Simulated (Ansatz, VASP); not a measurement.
# Cross-check of KSnTeCl between VASP and Ansatz, part 2 of 2

Aim: how closely do two programs agree when they are given the same cell, functional and k mesh? The cell is generated by rule, not measured, and may not be a known phase. The cell is taken from a series of runs on this material, whose earlier steps may have relaxed, scaled, displaced or heated it; both programs get it as it stands.

VASP 6.6.1 and Ansatz 0.2.0.

So far: Starting point; Ansatz: relaxation of cell and atoms, PBEsol, pair 1.

## (3) VASP: relaxation of cell and atoms, PBEsol, pair 1

Level of this step: PBEsol; plane waves and PAW (Cl, K_sv, Sn_d, Te); invented cell (VASP).

The same cell, functional, mesh and smearing now go to VASP, with its own data sets.

Lines of VASP's logs that name or quote its potential files are left out, and so is its time.

File INCAR:

```
SYSTEM = KSnTeCl
PREC = Accurate
ENCUT = 500
EDIFF = 1E-07
NELM = 120
ISMEAR = 0
SIGMA = 0.02
LREAL = .FALSE.
ALGO = Normal
GGA = PS
NBANDS = 44
LORBIT = 11
LWAVE = .FALSE.
LCHARG = .FALSE.
ISIF = 3
IBRION = 2
NSW = 80
EDIFFG = -0.005
LASPH = .TRUE.
GGA_COMPAT = .FALSE.
NELMIN = 4
EFERMI = MIDGAP
KPAR = 2
```

File POSCAR:

```
KSnTeCl
1.0
    3.1457700000      3.1457700000      0.0000000000
   -3.1457700000      3.1457700000      0.0000000000
    0.0000000000      0.0000000000     12.9025910000
Cl K Sn Te
2 2 2 2
Direct
    0.5000000000      0.5000000000      0.9997685736
    0.0000000000      0.0000000000      0.2502314458
    0.0000000000      0.0000000000      0.0094495749
    0.5000000000      0.5000000000      0.2405504445
    0.0000000000      0.0000000000      0.5136199388
    0.5000000000      0.5000000000      0.7363800031
    0.5000000000      0.5000000000      0.5086882162
    0.0000000000      0.0000000000      0.7413117257
```

File KPOINTS:

```
Automatic mesh
0
Gamma
6 6 2
0 0 0
```

Potentials, in the order of the species: Cl, K_sv, Sn_d and Te (PBE family, release 64).

Command:

```bash
$ mpirun -np 2 vasp_std
```

Numbers of over 12 decimals in the logs are rounded to 6 here.

The log of the run:

```text
[banner, memory and clock lines left out]
running    2 mpi-ranks, on    1 nodes
 distrk:  each k-point on    1 cores,    2 groups
 distr:  one band on    1 cores,    1 groups

 POSCAR found type information on POSCAR ClK SnTe
 POSCAR found :  4 types and       8 ions
|                                                                             |
|               ----> ADVICE to this user running VASP <----                  |
|                                                                             |
|     You enforced a specific xc type in the INCAR file but a different       |
|     [... a line on the potential file left out ...]
|     I HOPE YOU KNOW WHAT YOU ARE DOING!                                     |
|                                                                             |

 LDA part: xc-table for (Slater+PW92), standard interpolation
 POSCAR, INCAR and KPOINTS ok, starting setup
 FFT: planning ... GRIDC
 FFT: planning ... GRID_SOFT
 FFT: planning ... GRID
 WAVECAR not read
 entering main loop
       N       E                     dE             d eps       ncg     rms          rms(c)
DAV:   1     0.706729248870E+03    0.70673E+03   -0.31123E+04  1764   0.167E+03
DAV:   2     0.894072261657E+02   -0.61732E+03   -0.60097E+03  1816   0.445E+02
DAV:   3    -0.225509152560E+02   -0.11196E+03   -0.10970E+03  2228   0.174E+02
DAV:   4    -0.306370733332E+02   -0.80862E+01   -0.80430E+01  2368   0.450E+01
DAV:   5    -0.310413821769E+02   -0.40431E+00   -0.40375E+00  3044   0.966E+00    0.809E+00
DAV:   6    -0.302973149838E+02    0.74407E+00   -0.16775E+00  2412   0.523E+00    0.561E+00
DAV:   7    -0.302430341950E+02    0.54281E-01   -0.79593E-01  2300   0.328E+00    0.219E+00
DAV:   8    -0.302442691223E+02   -0.12349E-02   -0.15206E-01  2208   0.177E+00    0.427E-01
DAV:   9    -0.302443752814E+02   -0.10616E-03   -0.86226E-03  2616   0.435E-01    0.212E-01
DAV:  10    -0.302446323740E+02   -0.25709E-03   -0.20759E-03  2576   0.182E-01    0.126E-01
DAV:  11    -0.302446432246E+02   -0.10851E-04   -0.10008E-03  2392   0.133E-01    0.274E-02
DAV:  12    -0.302446524056E+02   -0.91810E-05   -0.40486E-04  2368   0.664E-02    0.208E-02
DAV:  13    -0.302446529440E+02   -0.53842E-06   -0.22535E-05  2408   0.182E-02    0.172E-02
DAV:  14    -0.302446478487E+02    0.50953E-05   -0.18436E-05  2120   0.177E-02    0.130E-02
DAV:  15    -0.302446481334E+02   -0.28470E-06   -0.55114E-06  2260   0.814E-03    0.616E-03
DAV:  16    -0.302446484132E+02   -0.27979E-06   -0.66855E-07  1704   0.290E-03    0.254E-03
DAV:  17    -0.302446487235E+02   -0.31033E-06   -0.17236E-07  1404   0.176E-03    0.164E-03
DAV:  18    -0.302446486977E+02    0.25810E-07   -0.40764E-08  1184   0.111E-03
   1 F= -.30244649E+02 E0= -.30244649E+02  d E =-.302446E+02
[...]
2 F= -.30247463E+02 E0= -.30247463E+02  d E =-.281427E-02
[...]
3 F= -.30247477E+02 E0= -.30247477E+02  d E =-.282829E-02
[...]
4 F= -.30247589E+02 E0= -.30247589E+02  d E =-.112510E-03
[...]
5 F= -.30247646E+02 E0= -.30247646E+02  d E =-.169018E-03
[...]
6 F= -.30247743E+02 E0= -.30247743E+02  d E =-.974780E-04
[...]
7 F= -.30247832E+02 E0= -.30247832E+02  d E =-.186429E-03
 curvature:  -3.24 expect dE=-0.219E-04 dE for cont linesearch -0.976E-08
 trial: gam= 0.11888 g(F)=  0.605E-05 g(S)=  0.735E-06 ort =-0.694E-06 (trialstep = 0.175E+01)
 search vector abs. value=  0.888E-05
 bond charge predicted
       N       E                     dE             d eps       ncg     rms          rms(c)
DAV:   1    -0.302478381569E+02   -0.57182E-05   -0.47633E-03  2032   0.297E-01    0.268E-02
DAV:   2    -0.302478440389E+02   -0.58820E-05   -0.19348E-04  2136   0.748E-02    0.110E-02
DAV:   3    -0.302478420651E+02    0.19738E-05   -0.13772E-05  2632   0.214E-02    0.780E-03
DAV:   4    -0.302478417405E+02    0.32453E-06   -0.13513E-06  2544   0.845E-03    0.347E-03
DAV:   5    -0.302478419866E+02   -0.24610E-06   -0.27089E-07  1776   0.334E-03    0.122E-03
DAV:   6    -0.302478421918E+02   -0.20520E-06   -0.74224E-08  1220   0.156E-03    0.364E-04
DAV:   7    -0.302478422095E+02   -0.17651E-07   -0.27678E-08  1036   0.104E-03
   8 F= -.30247842E+02 E0= -.30247842E+02  d E =-.977820E-05
 trial-energy change:   -0.000010  1 .order   -0.000010   -0.000012   -0.000008
 step:   6.1281(harm=  6.1281)  dis= 0.00220  next Energy=   -30.247853 (dE=-0.205E-04)
 reached required accuracy - stopping structural energy minimisation
```

OUTCAR, selected parts (step 3):

```text
ion  position               nearest neighbor table
   1  0.500  0.500  1.000-   4 3.11   3 3.15   3 3.15   3 3.15   3 3.15
   2  0.000  0.000  0.250-   3 3.11   4 3.15   4 3.15   4 3.15   4 3.15
   3  0.000  0.000  0.009-   2 3.11   1 3.15   1 3.15   1 3.15   1 3.15   8 3.46
   4  0.500  0.500  0.241-   1 3.11   2 3.15   2 3.15   2 3.15   2 3.15   7 3.46
   5  0.000  0.000  0.514-   8 2.94   7 3.15   7 3.15   7 3.15   7 3.15
   6  0.500  0.500  0.736-   7 2.94   8 3.15   8 3.15   8 3.15   8 3.15
   7  0.500  0.500  0.509-   6 2.94   5 3.15   5 3.15   5 3.15   5 3.15   4 3.46
   8  0.000  0.000  0.741-   5 2.94   6 3.15   6 3.15   6 3.15   6 3.15   3 3.46

  LATTYP: Found a simple tetragonal cell.
 ALAT       =     4.4487905981
 C/A-ratio  =     2.9002468683

 Subroutine GETGRP returns: Found 16 space group operations
 (whereof  8 operations were pure point group operations)

The static configuration has the point symmetry C_4v.
 The point group associated with its full space group is D_4h.

 Found     20 irreducible k-points:

   k-points           NKPTS =     20   k-points in BZ     NKDIM =     20   number of bands    NBANDS=     44

   dimension x,y,z NGX =    32 NGY =   32 NGZ =   96
   dimension x,y,z NGXF=    64 NGYF=   64 NGZF=  192

   ENCUT  =  500.0 eV  36.75 Ry    6.06 a.u.   8.11  8.11 23.52*2*pi/ulx,y,z

   NELECT =      72.0000    total number of electrons

 k-points in reciprocal lattice and weights: Automatic mesh
   0.00000000  0.00000000  0.00000000       0.014
   0.16666667  0.00000000  0.00000000       0.056
   0.33333333  0.00000000  0.00000000       0.056
   0.50000000  0.00000000  0.00000000       0.028
   0.16666667  0.16666667  0.00000000       0.056
   0.33333333  0.16666667  0.00000000       0.111
   0.50000000  0.16666667  0.00000000       0.056
   0.33333333  0.33333333  0.00000000       0.056
   0.50000000  0.33333333  0.00000000       0.056
[...]
0.50000000  0.33333333  0.50000000       0.056
   0.50000000  0.50000000  0.50000000       0.014

 average (electrostatic) potential at core
       1 -91.9945       2 -91.9945       3 -33.6439       4 -33.6439       5-103.3532
       6-103.3532       7 -90.5110       8 -90.5109

 E-fermi :   3.9117

 k-point     1 :       0.0000    0.0000    0.0000
  band No.  band energies     occupation
    ...
     32       0.5671      2.00000
     33       0.7459      2.00000
     34       1.4779      2.00000
     35       1.4779      2.00000
     36       2.4542      2.00000
     37       5.1402      0.00000
     38       6.2440      0.00000
     39       6.3557      0.00000
     40       7.3773      0.00000
     41       7.4184      0.00000
    ...

 k-point     2 :       0.1667    0.0000    0.0000
  band No.  band energies     occupation
    ...
     32       0.6590      2.00000
     33       0.8952      2.00000
     34       1.6656      2.00000
     35       2.2193      2.00000
     36       2.3946      2.00000
     37       5.0208      0.00000
     38       6.3185      0.00000
     39       6.3269      0.00000
     40       6.7454      0.00000
     41       6.8377      0.00000
    ...

 k-point     3 :       0.3333    0.0000    0.0000
  band No.  band energies     occupation
    ...
     32       1.2384      2.00000
     33       1.4670      2.00000
     34       2.1092      2.00000
     35       2.3541      2.00000
     36       3.3099      2.00000
     37       4.7379      0.00000
     38       4.8393      0.00000
     39       5.0250      0.00000
     40       5.7216      0.00000
     41       6.0246      0.00000
    ...

  Total       -0.0009323     -0.0009323      0.0047984      0.0000000     -0.0000000     -0.0000000
  in kB       -0.0058332     -0.0058332      0.0300234      0.0000000     -0.0000000     -0.0000000
  external PRESSURE =       0.0061190 kB  Pullay stress =       0.0000000 kB

  energy-cutoff  :      500.00
  volume of cell :      256.06
      direct lattice vectors                 reciprocal lattice vectors
     3.146773311  3.146773311 -0.000000000     0.158892920  0.158892920  0.000000000
    -3.146773311  3.146773311  0.000000000    -0.158892920  0.158892920 -0.000000000
    -0.000000000 -0.000000000 12.929511821     0.000000000 -0.000000000  0.077342441

 POSITION                                       TOTAL-FORCE (eV/Angst)
 -----------------------------------------------------------------------------------
     -0.00000      3.14677     12.92579         0.000000      0.000000     -0.002889
     -0.00000     -0.00000      3.23610        -0.000000     -0.000000      0.002889
     -0.00000     -0.00000      0.12422        -0.000000     -0.000000      0.000889
     -0.00000      3.14677      3.10816         0.000000      0.000000     -0.000889
      3.14677      3.14677      6.62690         0.000000      0.000000     -0.003118
     -0.00000      3.14677      9.53499        -0.000000     -0.000000      0.003118
     -0.00000      3.14677      6.56673        -0.000000     -0.000000      0.004501
     -0.00000     -0.00000      9.59516         0.000000      0.000000     -0.004501
 -----------------------------------------------------------------------------------
    total drift:                                0.000000     -0.000000      0.000964

  FREE ENERGIE OF THE ION-ELECTRON SYSTEM (eV)
  ---------------------------------------------------
  free  energy   TOTEN  =       -30.2478422095 eV

  energy  without entropy=      -30.2478422095  energy(sigma->0) =      -30.24784221

 reached required accuracy - stopping structural energy minimisation

 total charge
# of ion       s       p       d       tot
------------------------------------------
    1        1.581   3.524   0.000   5.104
    2        1.581   3.524   0.000   5.104
    3        1.957   5.569   0.027   7.552
    4        1.957   5.569   0.027   7.552
    5        1.371   0.728   9.985  12.085
    6        1.371   0.728   9.985  12.085
    7        1.379   1.991   0.026   3.396
    8        1.379   1.991   0.026   3.396
--------------------------------------------------
tot         12.577  23.623  20.077  56.276

[... 3 further parts left out ...]
```

The run keeps the 16 symmetry operations of its start, so it cannot find a distortion of lower symmetry.

## (4) Comparison

Known differences besides the potentials themselves: the data sets hold 92 valence electrons in Ansatz (on its default PAW (the set named soft_2) files) and 72 in VASP; the cutoff is 420 eV in Ansatz and 500 eV in VASP; Ansatz makes its cores anew for this functional, VASP keeps those of its PBE data sets; Ansatz adds a Pulay correction to the stress that steers its cell, VASP none. Total energies have different zeros and are not compared.

The two programs side by side:

```
                                         quantity  Ansatz    VASP  difference
                                      volume (Å³)  256.05  256.06     +0.00 %
edge a after relaxation, in the typed setting (Å)   4.450   4.450     -0.01 %
edge c after relaxation, in the typed setting (Å)  12.932  12.930     +0.02 %
```

## (5) VASP: relaxation of cell and atoms, PBEsol, pair 2

The relaxed volume is the usual yardstick between codes: in a stiff, nearly cubic crystal its relative difference is about their pressure difference at one cell divided by the bulk modulus.

INCAR, as its differences from that of step 3:

```diff
@@ -6,3 +6,3 @@
 ISMEAR = 0
-SIGMA = 0.02
+SIGMA = 0.01
 LREAL = .FALSE.
```

File POSCAR:

```
KSnTeCl
1.0
    3.1463880000      3.1463880000      0.0000000000
   -3.1463880000      3.1463880000      0.0000000000
    0.0000000000      0.0000000000     12.9321300000
Cl K Sn Te
2 2 2 2
Direct
    0.5000000000      0.5000000000      0.9999987628
    0.0000000000      0.0000000000      0.2500011986
    0.0000000000      0.0000000000      0.0097363698
    0.5000000000      0.5000000000      0.2402636689
    0.0000000000      0.0000000000      0.5126426196
    0.5000000000      0.5000000000      0.7373573418
    0.5000000000      0.5000000000      0.5080309276
    0.0000000000      0.0000000000      0.7419690337
```

File KPOINTS:

```
Automatic mesh
0
Gamma
8 8 2
0 0 0
```

Command:

```bash
$ mpirun -np 2 vasp_std
```

The log of the run:

```text
[banner, memory and clock lines left out]
running    2 mpi-ranks, on    1 nodes
[...]
[... a notice as in an earlier step ...]

 LDA part: xc-table for (Slater+PW92), standard interpolation
 POSCAR, INCAR and KPOINTS ok, starting setup
[...]
entering main loop
       N       E                     dE             d eps       ncg     rms          rms(c)
DAV:   1     0.706062573111E+03    0.70606E+03   -0.31119E+04  2652   0.166E+03
DAV:   2     0.866848586736E+02   -0.61938E+03   -0.60194E+03  2744   0.444E+02
DAV:   3    -0.229299811631E+02   -0.10961E+03   -0.10733E+03  3404   0.173E+02
DAV:   4    -0.306389625663E+02   -0.77090E+01   -0.76650E+01  3404   0.452E+01
[...]
DAV:  16    -0.302421935578E+02   -0.22614E-06   -0.75302E-07  2544   0.287E-03    0.318E-03
DAV:  17    -0.302421938698E+02   -0.31196E-06   -0.15401E-07  2044   0.166E-03    0.840E-04
DAV:  18    -0.302421938944E+02   -0.24584E-07   -0.42984E-08  1720   0.100E-03
   1 F= -.30242194E+02 E0= -.30242194E+02  d E =-.302422E+02
[... from here on, the cycles between the ionic steps are left out ...]
   2 F= -.30242254E+02 E0= -.30242254E+02  d E =-.598338E-04
   3 F= -.30242265E+02 E0= -.30242265E+02  d E =-.710356E-04
   4 F= -.30242266E+02 E0= -.30242266E+02  d E =-.719186E-04
   5 F= -.30242291E+02 E0= -.30242291E+02  d E =-.247157E-04
   6 F= -.30242331E+02 E0= -.30242331E+02  d E =-.654067E-04
   7 F= -.30242333E+02 E0= -.30242333E+02  d E =-.676358E-04
   8 F= -.30242352E+02 E0= -.30242352E+02  d E =-.182392E-04
 trial-energy change:   -0.000018  1 .order   -0.000018   -0.000027   -0.000009
 step:   1.6150(harm=  1.6150)  dis= 0.00130  next Energy=   -30.242353 (dE=-0.199E-04)
 reached required accuracy - stopping structural energy minimisation
```

From OUTCAR (step 5):

```text
  Total        0.0022054      0.0022054      0.0020049      0.0000000      0.0000000     -0.0000000
  in kB        0.0137876      0.0137876      0.0125337      0.0000000      0.0000000     -0.0000000
  external PRESSURE =       0.0133697 kB  Pullay stress =       0.0000000 kB

 POSITION                                       TOTAL-FORCE (eV/Angst)
 -----------------------------------------------------------------------------------
     -0.00000      3.14801     12.92673        -0.000000     -0.000000      0.000944
     -0.00000      6.29602      3.23624         0.000000     -0.000000     -0.000944
     -0.00000      0.00000      0.12395         0.000000     -0.000000     -0.003759
     -0.00000      3.14801      3.10865        -0.000000      0.000000      0.003759
     -0.00000      0.00000      6.62544        -0.000000     -0.000000     -0.004443
     -0.00000      3.14801      9.53754         0.000000      0.000000      0.004443
     -0.00000      3.14801      6.57403         0.000000     -0.000000     -0.003210
     -0.00000      0.00000      9.58895         0.000000      0.000000      0.003210
 -----------------------------------------------------------------------------------
    total drift:                                0.000000     -0.000000     -0.000673

  FREE ENERGIE OF THE ION-ELECTRON SYSTEM (eV)
  ---------------------------------------------------
  free  energy   TOTEN  =       -30.2423516880 eV

  energy  without entropy=      -30.2423516880  energy(sigma->0) =      -30.24235169

[... 1 part as in an earlier step ...]

[... 3 further parts left out ...]
[key lines of the parts left out:]
E-fermi :   3.9705
```

## (6) Ansatz: relaxation of cell and atoms, PBEsol, pair 2

The same cell, functional and mesh now go to Ansatz, which takes its cutoff from its data sets.

The cell is taken from a series of runs on this material, whose earlier steps may have relaxed, scaled, displaced or heated it; both programs get it as it stands.

File input.yaml:

```yaml
crystal:
  lattice:
    - [3.1463881659, 3.1463881659, 0.0]
    - [-3.1463881659, 3.1463881659, 0.0]
    - [0.0, 0.0, 12.9321301785]
  atoms:
    - { symbol: Cl, position: [0.5, 0.5, -1.2091e-06] }
    - { symbol: Cl, position: [1.0, 0.0, 0.2500012091] }
    - { symbol: K, position: [0.0, 0.0, 0.0097363322] }
    - { symbol: K, position: [0.5, 0.5, 0.2402636678] }
    - { symbol: Sn, position: [0.0, 0.0, 0.5126426319] }
    - { symbol: Sn, position: [0.5, 0.5, 0.7373573681] }
    - { symbol: Te, position: [0.5, 0.5, 0.5080309474] }
    - { symbol: Te, position: [1.0, 0.0, 0.7419690526] }
kpoints:
  mp_grid: { grid: [8, 8, 2] }
hamiltonian:
  xc: pbesol
scf:
  occupations: { method: fixed }
output:
  forces: true
  stress: true
  eigenvalues: true
  write_density: true
  write_potential: true
  elf: true
  volumetric_format: npy
relax:
  adjacent_minimum: "off"
  f_tol: 0.001
  max_steps: 60
  cell: { stress_tol: 0.01 }
```

Command:

```bash
$ ansatz run input.yaml --threads 8 --pin off --max-ram 14336MiB --backend cpu --events-out ev --progress --plain --runs-dir out
```

The log of the run:

```text
[...]
Crystal: 8 atoms, lattice volume = 256.050 Å³
Basis set: ecut = 420 eV, 5011 PW (Γ), exchange–correlation on 60×60×180 points (8 copies of the dense FFT grid, shifted against one another)
Bands: 56, of which v1, the nominal top of the filled ones, is band 46 counted from 1 (45 counted from 0)
Symmetry: 16 space group operations
[...]
k-points: 30 of 128
[...]
- [-3.147421, 3.147421, 0.0]
    - [0.0, 0.0, 12.929817]
  atoms:
    - { symbol: Cl, position: [0.5, 0.5, 3.521136881483273e-5] }
    - { symbol: Cl, position: [1.0, 0.0, 0.249965] }
    - { symbol: K, position: [0, 0, 0.00953594] }
    - { symbol: K, position: [0.5, 0.5, 0.240464] }
    - { symbol: Sn, position: [0, 0, 0.512523] }
    - { symbol: Sn, position: [0.5, 0.5, 0.737477] }
    - { symbol: Te, position: [0.5, 0.5, 0.508455] }
    - { symbol: Te, position: [1.0, 0.0, 0.741545] }
[key lines of the parts left out:]
SCF converged after 6 iterations
Free energy (F): -30864.701635 eV
Fermi energy:    6.187083 eV
P = ⅓ Tr σ = 0.0009 GPa (0.009 kbar)
```

## (7) Comparison

What differs besides the data sets and the points named for the pairs above, as far as they apply: fixed occupations in Ansatz, narrow Gaussian smearing in VASP; the data sets hold 92 valence electrons in Ansatz (on its default PAW (the set named soft_2) files) and 72 in VASP. Total energies have different zeros and are not compared.

Compared:

```
                                         quantity  Ansatz    VASP  difference
                                      volume (Å³)  256.17  256.28     -0.04 %
edge a after relaxation, in the typed setting (Å)   4.451   4.452     -0.02 %
edge c after relaxation, in the typed setting (Å)  12.930  12.930     +0.00 %
```

## (8) What came out

| Property | Result |
| --- | --- |
| difference in edge c after relaxation, in the typed setting (relaxation of cell and atoms, PBEsol, pair 1) | 0.020 % |
| difference in volume (relaxation of cell and atoms, PBEsol, pair 2) | -0.042 % |

The difference in volume is -0.042 % (relaxation of cell and atoms, PBEsol, pair 2), within the 1.2 % picked in this series as the mark of a large difference, as far as the stopping tolerances let one tell. The data sets hold unlike numbers of valence electrons (92 in Ansatz and 72 in VASP), so part of the differences comes from the potentials. 1 further run of this series is not shown here. How closely two codes agree says nothing of how well the functional describes the real material.

[Lines on the potential files, build, host, timing and source positions are cut from VASP's logs without a mark.]

[Logs are printed without paths, hosts, clocks, repeated set-up lines and the standing remarks that a program may print on its own settings, such as how far it seeks lower states.]

[Hosts, paths, dates, database ids (printed as entryN), source tags and the programs' standing remarks are cut or masked in the printed files.]
